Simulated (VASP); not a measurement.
Data:

```yaml
crystal:
  lattice:
    - [0.00000, 1.74335, 1.74335]
    - [1.74335, 0.00000, 1.74335]
    - [1.74335, 1.74335, 0.00000]
  atoms:
    - { symbol: Ni, position: [0.00000, 0.00000, 0.00000], spin: 0.6 }
```

All values below come from optB86b-vdW, VASP's PBE PAW potentials (set 64) (plane waves; VASP 6.6.1). Settings: 520 eV cut-off, 20×20×20 Γ-centred mesh, tetrahedra with Blöchl corrections, potentials Ni.

Problem. Predict the cell moment, energy per atom (σ→0), band gap (on the k-mesh) with the smallest direct gap where there is one.

Solution. 
```json
{
  "band gap (on the k-mesh)": "none (metal, semimetal or under 0.01 eV)",
  "cell_moment": "0.60 μB",
  "energy per atom (σ→0)": "-2.894 eV/atom"
}
```

Problem. Give the moment on each site (PAW-sphere projection).

Solution. 
```tsv
site	moment (μB)
Ni1	0.60
```

The compound is Ni in the fcc structure. It was relaxed first.
